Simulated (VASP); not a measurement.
Here is the system:

```xyz
14
Lattice="0.0000 4.6913 4.6913 4.6913 0.0000 4.6913 4.6913 4.6913 0.0000" Properties=species:S:1:pos:R:3 pbc="T T T"
Cd     2.3456     2.3456     2.3456
Cd     0.0000     0.0000     0.0000
In     5.8641     3.5184     3.5184
In     3.5184     3.5184     5.8641
In     3.5184     5.8641     3.5184
In     5.8641     5.8641     5.8641
O      8.0854     8.0854     8.0854
O      3.6428     5.7397     5.7397
O      5.9884     5.9884     8.0854
O      5.7397     3.6428     5.7397
O      8.0854     5.9884     5.9884
O      3.6428     3.6428     3.6428
O      5.9884     8.0854     5.9884
O      5.7397     5.7397     3.6428
```

Computed with PBEsol GGA, VASP's PBE PAW potentials (set 64) (plane waves; VASP 6.6.1). Run with LREAL = Auto, 400 eV cut-off, 3×3×3 Γ-centred mesh shifted by (0.5, 0.5, 0.5), Gaussian smearing of 0.010 eV, potentials Cd In_d O.

At this cut-off the stress carries a Pulay error, which pulls relaxed volumes low.

**Question.** Which forces act on the atoms, in eV/Å?

**Answer.** 
| atom | Fx | Fy | Fz |
|---|---|---|---|
| Cd1 | 0.000 | 0.000 | 0.000 |
| Cd2 | 0.000 | 0.000 | 0.000 |
| In3 | 0.000 | 0.000 | 0.000 |
| In4 | 0.000 | 0.000 | 0.000 |
| In5 | 0.000 | 0.000 | 0.000 |
| In6 | 0.000 | 0.000 | 0.000 |
| O7 | -0.085 | -0.085 | -0.085 |
| O8 | 0.085 | -0.085 | -0.085 |
| O9 | 0.085 | 0.085 | -0.085 |
| O10 | -0.085 | 0.085 | -0.085 |
| O11 | -0.085 | 0.085 | 0.085 |
| O12 | 0.085 | 0.085 | 0.085 |
| O13 | 0.085 | -0.085 | 0.085 |
| O14 | -0.085 | -0.085 | 0.085 |

**Question.** Give the stress tensor in GPa (positive for a compressed cell).

**Answer.** 
```
-11.35    0.00    0.00
  0.00  -11.35    0.00
  0.00    0.00  -11.35
```
The pressure is its mean diagonal, -11.35 GPa.

The structure comes from a computed database's CdIn2O4 entry; how it stands against other phases isn't given here. The cell was not relaxed at this level.
